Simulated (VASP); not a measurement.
# A point defect in a supercell of ZrSi2, part 2 of 4

Aim: the formation energy and local structure of a point defect in ZrSi2. The start is a cell from a database of measured crystal structures.

VASP 6.6.1, plane waves and PAW; the level of theory is named at each step.

So far. Step 2 (The host at zero pressure): The run ended after 6 ionic steps, 0.006 eV below its first step, once forces and stress met EDIFFG = -0.02.

The database entry behind the starting cell differs from later determinations by our own check (a about 0.3 % long), so it need not match the best structure at ambient conditions.

## Step 3: The perfect supercell

Level of this step: r2SCAN; plane waves and PAW (Zr_sv, Si) (VASP).

System of this step: ZrSi2. Symmetry: Cmcm, No. 63, orthorhombic system. The conventional cell has a = 3.708 Å, b = 14.830 Å, c = 3.651 Å, α = 90.00°, β = 90.00°, γ = 90.00°. Nearest to Zr lie 10 Si at 2.72 to 2.98 Å. Si has 4 Si at 2.60 Å and 4 Zr at 2.82 to 2.83 Å nearest. Nearest to Si lie 2 Si at 2.38 Å and 6 Zr at 2.72 to 2.98 Å. Farther neighbours are not listed.

The same cell, mesh and cutoff without the defect give the energy to subtract and, in a gapped host, the band edges to count from, so that most errors cancel.

Input file INCAR:

```
SYSTEM = ZrSi2
PREC = Normal
ENCUT = 300
EDIFF = 1E-05
NELM = 120
ISMEAR = 1
SIGMA = 0.2
LREAL = Auto
ALGO = Normal
METAGGA = R2SCAN
LASPH = .TRUE.
NBANDS = 148
LORBIT = 11
LWAVE = .FALSE.
LCHARG = .FALSE.
KPAR = 4
```

Input file POSCAR:

```
ZrSi2
1.0
    1.8538777697      7.4151493036      3.6507043853
    1.8538777697     -7.4151493036      3.6507043853
   11.1232666182      0.0000000000      0.0000000000
Zr Si
12 24
Direct
    0.5192550069      0.7307449931      0.1250000000
    0.5192550069      0.7307449931      0.4583333333
    0.0192550069      0.2307449931      0.2916666667
    0.5192550069      0.7307449931      0.7916666667
    0.0192550069      0.2307449931      0.6250000000
    0.0192550069      0.2307449931      0.9583333333
    0.9807449931      0.7692550069      0.0416666667
    0.9807449931      0.7692550069      0.3750000000
    0.4807449931      0.2692550069      0.2083333333
    0.9807449931      0.7692550069      0.7083333333
    0.4807449931      0.2692550069      0.5416666667
    0.4807449931      0.2692550069      0.8750000000
    0.8754958771      0.3745041229      0.1250000000
    0.8754958771      0.3745041229      0.4583333333
    0.3754958771      0.8745041229      0.2916666667
    0.8754958771      0.3745041229      0.7916666667
    0.3754958771      0.8745041229      0.6250000000
    0.3754958771      0.8745041229      0.9583333333
    0.6245041229      0.1254958771      0.0416666667
    0.6245041229      0.1254958771      0.3750000000
    0.1245041229      0.6254958771      0.2083333333
    0.6245041229      0.1254958771      0.7083333333
    0.1245041229      0.6254958771      0.5416666667
    0.1245041229      0.6254958771      0.8750000000
    0.1765982768      0.0734017232      0.1250000000
    0.1765982768      0.0734017232      0.4583333333
    0.6765982768      0.5734017232      0.2916666667
    0.1765982768      0.0734017232      0.7916666667
    0.6765982768      0.5734017232      0.6250000000
    0.6765982768      0.5734017232      0.9583333333
    0.3234017232      0.4265982768      0.0416666667
    0.3234017232      0.4265982768      0.3750000000
    0.8234017232      0.9265982768      0.2083333333
    0.3234017232      0.4265982768      0.7083333333
    0.8234017232      0.9265982768      0.5416666667
    0.8234017232      0.9265982768      0.8750000000
```

Input file KPOINTS:

```
Automatic mesh
0
Gamma
4 4 3
0 0 0
```

The projector-augmented-wave data sets are Zr_sv and Si (PBE family, release 64).

Launch:

```console
mpirun -np 4 vasp_std
```

Output:

```text
[banner, memory and clock lines left out]
running    4 mpi-ranks, on    1 nodes
 distrk:  each k-point on    1 cores,    4 groups
 distr:  one band on    1 cores,    1 groups

 POSCAR found type information on POSCAR ZrSi
 POSCAR found :  2 types and      36 ions
 [... a notice as in an earlier step ...]

 LDA part: xc-table for (None), standard interpolation
 POSCAR, INCAR and KPOINTS ok, starting setup
 FFT: planning ... GRIDC
 FFT: planning ... GRID_SOFT
 FFT: planning ... GRID
 WAVECAR not read
 entering main loop
       N       E                     dE             d eps       ncg     rms          rms(c)
DAV:   1     0.108247826160E+04    0.10825E+04   -0.87357E+04  5192   0.104E+03
DAV:   2    -0.429236855055E+03   -0.15117E+04   -0.14544E+04  5832   0.323E+02
DAV:   3    -0.575298876908E+03   -0.14606E+03   -0.14360E+03  7472   0.765E+01
DAV:   4    -0.594860443921E+03   -0.19562E+02   -0.19439E+02  7976   0.234E+01
DAV:   5    -0.596303217418E+03   -0.14428E+01   -0.14415E+01  7064   0.577E+00    0.656E+01
DAV:   6    -0.507100294871E+03    0.89203E+02   -0.58544E+01  7256   0.192E+01    0.229E+01
DAV:   7    -0.507148978640E+03   -0.48684E-01   -0.54342E+00  6304   0.580E+00    0.832E+00
DAV:   8    -0.507336219581E+03   -0.18724E+00   -0.59382E-01  7096   0.172E+00    0.173E+00
DAV:   9    -0.507346747652E+03   -0.10528E-01   -0.89205E-02  6272   0.684E-01    0.684E-01
DAV:  10    -0.507350208492E+03   -0.34608E-02   -0.82485E-03  7000   0.234E-01    0.294E-01
DAV:  11    -0.507351005010E+03   -0.79652E-03   -0.14260E-03  6200   0.999E-02    0.110E-01
DAV:  12    -0.507351231337E+03   -0.22633E-03   -0.32414E-04  6888   0.500E-02    0.283E-02
DAV:  13    -0.507351237140E+03   -0.58027E-05   -0.34450E-05  4864   0.162E-02
   1 F= -.50735124E+03 E0= -.50735112E+03  d E =-.358730E-03
```

The job ended after 3.9 min (4 MPI ranks of Intel Xeon 6975P-C (Granite Rapids), shared host; peak memory 2.1 GiB).

Parts of OUTCAR (step 3):

```text
  LATTYP: Found a base centered monoclinic cell.
 ALAT       =     8.1888962123
 B/A-ratio  =     1.8110253473
 C/A-ratio  =     1.2708363033
 COS(beta)  =    -0.3029305106

 Subroutine GETGRP returns: Found  4 space group operations
 (whereof  2 operations were pure point group operations)

The static configuration has the point symmetry S_2 .
 The point group associated with its full space group is C_2h.

 Found     17 irreducible k-points:

   k-points           NKPTS =     17   k-points in BZ     NKDIM =     17   number of bands    NBANDS=    148

   dimension x,y,z NGX =    36 NGY =   36 NGZ =   48
   dimension x,y,z NGXF=    72 NGYF=   72 NGZF=   96

   ENCUT  =  300.0 eV  22.05 Ry    4.70 a.u.  11.96 11.96 15.71*2*pi/ulx,y,z

   NELECT =     240.0000    total number of electrons

 E-fermi :  10.1247

 k-point     1 :       0.0000    0.0000    0.0000
  band No.  band energies     occupation
    ...
    118       9.0897      2.00000
    119       9.0897      2.00000
    120      10.0826      1.34754
    121      10.1368      0.89775
    122      10.1368      0.89775
    123      10.9283     -0.00000
    124      10.9283     -0.00000
    125      11.3137     -0.00000
    126      11.5061     -0.00000
    127      11.5061     -0.00000
    ...

 k-point     2 :       0.2500    0.0000    0.0000
  band No.  band energies     occupation
    ...
    115       8.5216      2.00000
    116       8.6542      2.00000
    117       8.7504      2.00000
    118       9.2672      2.00000
    119       9.3482      2.00000
    120      10.2057      0.37258
    121      10.3882     -0.06857
    122      10.5452     -0.01133
    123      10.5513     -0.01017
    124      10.7127     -0.00026
    ...

  Total       -4.5884685      1.0648899      2.9765890      0.0000000      0.0000000      0.0378603
  in kB      -12.2072946      2.8330641      7.9190037      0.0000000      0.0000000      0.1007246
  external PRESSURE =      -0.4850756 kB  Pullay stress =       0.0000000 kB

  energy-cutoff  :      300.00
  volume of cell :      602.23
      direct lattice vectors                 reciprocal lattice vectors
     1.853877770  7.415149304  3.650704385     0.000000000  0.067429526  0.136959871
     1.853877770 -7.415149304  3.650704385     0.000000000 -0.067429526  0.136959871
    11.123266618  0.000000000  0.000000000     0.089901648  0.000000000 -0.045653290

 POSITION                                       TOTAL-FORCE (eV/Angst)
 -----------------------------------------------------------------------------------
      3.70776     -1.56823      4.56338        -0.000000     -0.054118      0.000000
      7.41551     -1.56823      4.56338        -0.000000     -0.054118      0.000000
      3.70776     -1.56823      0.91268        -0.000000     -0.054118      0.000000
     11.12327     -1.56823      4.56338         0.000000     -0.054118      0.000000
      7.41551     -1.56823      0.91268        -0.000000     -0.054118      0.000000
     11.12327     -1.56823      0.91268         0.000000     -0.054118      0.000000
      3.70776      1.56823      6.38873        -0.000000      0.054118      0.000000
      7.41551      1.56823      6.38873        -0.000000      0.054118      0.000000
      3.70776      1.56823      2.73803        -0.000000      0.054118      0.000000
     11.12327      1.56823      6.38873         0.000000      0.054118      0.000000
      7.41551      1.56823      2.73803         0.000000      0.054118      0.000000
     11.12327      1.56823      2.73803        -0.000000      0.054118      0.000000
      3.70776      3.71493      4.56338         0.000000     -0.004436      0.000000
      7.41551      3.71493      4.56338         0.000000     -0.004436      0.000000
      5.56163     -3.70022      4.56338         0.000000     -0.004436      0.000000
     11.12327      3.71493      4.56338         0.000000     -0.004436      0.000000
      9.26939     -3.70022      4.56338         0.000000     -0.004436      0.000000
     12.97714     -3.70022      4.56338         0.000000     -0.004436      0.000000
      1.85388      3.70022      2.73803         0.000000      0.004436      0.000000
      5.56163      3.70022      2.73803         0.000000      0.004436      0.000000
      3.70776     -3.71493      2.73803         0.000000      0.004436      0.000000
      9.26939      3.70022      2.73803         0.000000      0.004436      0.000000
      7.41551     -3.71493      2.73803         0.000000      0.004436      0.000000
     11.12327     -3.71493      2.73803         0.000000      0.004436      0.000000
      1.85388      0.76522      0.91268        -0.000000      0.035764      0.000000
      5.56163      0.76522      0.91268         0.000000      0.035764      0.000000
      5.56163      0.76522      4.56338        -0.000000      0.035764      0.000000
      9.26939      0.76522      0.91268         0.000000      0.035764      0.000000
      9.26939      0.76522      4.56338        -0.000000      0.035764      0.000000
     12.97714      0.76522      4.56338         0.000000      0.035764      0.000000
      1.85388     -0.76522      2.73803         0.000000     -0.035764      0.000000
      5.56163     -0.76522      2.73803        -0.000000     -0.035764      0.000000
      5.56163     -0.76522      6.38873        -0.000000     -0.035764      0.000000
      9.26939     -0.76522      2.73803        -0.000000     -0.035764      0.000000
      9.26939     -0.76522      6.38873        -0.000000     -0.035764      0.000000
     12.97714     -0.76522      6.38873         0.000000     -0.035764      0.000000
 -----------------------------------------------------------------------------------
    total drift:                                0.000012      0.000003      0.000000

  FREE ENERGIE OF THE ION-ELECTRON SYSTEM (eV)
  ---------------------------------------------------
  free  energy   TOTEN  =      -507.3512371398 eV

  energy  without entropy=     -507.3508784098  energy(sigma->0) =     -507.35111756

 total charge
# of ion       s       p       d       tot
------------------------------------------
    1        2.144   5.988   1.740   9.873
    2        2.144   5.988   1.740   9.873
    3        2.144   5.988   1.740   9.873
    4        2.144   5.988   1.740   9.873
    5        2.144   5.988   1.740   9.873
    6        2.144   5.988   1.740   9.873
    7        2.144   5.988   1.740   9.873
    8        2.144   5.988   1.740   9.873
    9        2.144   5.988   1.740   9.873
   10        2.144   5.988   1.740   9.873
   11        2.144   5.988   1.740   9.873
   12        2.144   5.988   1.740   9.873
   13        0.751   0.884   0.000   1.635
   14        0.751   0.884   0.000   1.635
   15        0.751   0.884   0.000   1.635
   16        0.751   0.884   0.000   1.635
   17        0.751   0.884   0.000   1.635
   18        0.751   0.884   0.000   1.635
   19        0.751   0.884   0.000   1.635
   20        0.751   0.884   0.000   1.635
   21        0.751   0.884   0.000   1.635
   22        0.751   0.884   0.000   1.635
   23        0.751   0.884   0.000   1.635
   24        0.751   0.884   0.000   1.635
   25        0.768   0.957   0.000   1.725
   26        0.768   0.957   0.000   1.725
   27        0.768   0.957   0.000   1.725
   28        0.768   0.957   0.000   1.725
   29        0.768   0.957   0.000   1.725
   30        0.768   0.957   0.000   1.725
   31        0.768   0.957   0.000   1.725
   32        0.768   0.957   0.000   1.725
   33        0.768   0.957   0.000   1.725
   34        0.768   0.957   0.000   1.725
   35        0.768   0.957   0.000   1.725
   36        0.768   0.957   0.000   1.725
--------------------------------------------------
tot         43.951  93.956  20.885 158.792

[... 7 further parts left out ...]
```

This step gave:

```
electronic cycles       : 13
electrons               : 240
free energy (TOTEN)     : -507.3512 eV
energy at zero smearing : -507.3511 eV
Fermi energy            : 10.12 eV
```

Force (size) by element, in eV/Å:

```csv
element,atoms,mean,spread (r.m.s.),least,largest
Zr,12,0.0541,0.0000,0.0541,0.0541
Si,24,0.0201,0.0157,0.0044,0.0358
```

The atoms with the largest values:

```csv
atom,"x, y, z (Å)",force (eV/Å)
Zr1,"3.71, -1.57, 4.56","0.0000, -0.0541, 0.0000"
Zr2,"7.42, -1.57, 4.56","0.0000, -0.0541, 0.0000"
Zr3,"3.71, -1.57, 0.91","0.0000, -0.0541, 0.0000"
Zr4,"11.12, -1.57, 4.56","0.0000, -0.0541, 0.0000"
Zr5,"7.42, -1.57, 0.91","0.0000, -0.0541, 0.0000"
Zr6,"11.12, -1.57, 0.91","0.0000, -0.0541, 0.0000"
Zr7,"3.71, 1.57, 6.39","0.0000, 0.0541, 0.0000"
Zr8,"7.42, 1.57, 6.39","0.0000, 0.0541, 0.0000"
```

The host is treated as a metal, as its relaxation found a gap under 0.3 eV or none, and only the neutral defect is run.

(Continued in part 3 of 4.)

[Lines on the potential files, build, host, timing and source positions are cut from VASP's logs without a mark.]

[Logs are printed without paths, hosts, clocks, repeated set-up lines and the standing remarks that a program may print on its own settings, such as how far it seeks lower states.]

[Hosts, paths, dates, database ids (printed as entryN), source tags and the programs' standing remarks are cut or masked in the printed files.]

[In band tables of VASP the shares of atoms and orbitals are scaled to a sum of 1 inside the atoms' spheres.]

[Runs that stopped without an error message from VASP are left out.]
